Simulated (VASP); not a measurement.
Method: r2SCAN+rVV10, VASP's PBE PAW potentials (set 64) (plane waves; VASP).

Gaps are without spin-orbit coupling.

```
Quantity                                              Result
---------------------------------------------  -------------
volume per atom                                11.78 Å³/atom
band gap (over mesh and band path)                   7.41 eV
smallest direct gap (over mesh and band path)        7.41 eV
```

**Question.** Which relaxed crystal gives these values?
A) Ge, Fd-3m (227)
B) GaSb, F-43m (216)
C) CsH, Fm-3m (225)
D) NaF, Fm-3m (225)

**Answer.** D, NaF, Fm-3m (225)
